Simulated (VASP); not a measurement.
```yaml
crystal:
  lattice:
    - [0.00000, 2.91812, 2.93955]
    - [3.02178, 0.00000, 2.93955]
    - [3.02178, 2.91812, 0.00000]
  atoms:
    - { symbol: Li, position: [0.25000, 0.25000, 0.25000] }
    - { symbol: Li, position: [0.75000, 0.75000, 0.75000] }
    - { symbol: Se, position: [0.98388, 0.01612, 0.01612] }
```

All values below come from PBE GGA, VASP's PBE PAW potentials (set 64) (plane waves; VASP 6.6.1). Settings: 520 eV cut-off, 4×4×4 Γ-centred mesh, Gaussian smearing of 0.050 eV, potentials Li_sv Se.

### Question
Which forces act on the atoms, in eV/Å?

### Answer

```
atom      Fx     Fy     Fz
----  ------  -----  -----
Li1    0.185  0.000  0.000
Li2    0.185  0.000  0.000
Se3   -0.370  0.000  0.000
```

### Question
Give the stress tensor in GPa (positive for a compressed cell).

### Answer

```
0.64  0.00  0.00
0.00  2.59  0.00
0.00  0.00  2.24
```
The pressure is its mean diagonal, 1.82 GPa.

The compound is Li2Se in the antifluorite structure. The cell was not relaxed at this level, atoms are displaced from their ideal sites. The k-mesh is coarse (spacing up to 0.46 per Å, 2π included), so the numbers may not be converged in it. The run is one of a series of settings (KPOINTS 4×4×4 Γ-centred mesh against the base run), some of them coarse on purpose.
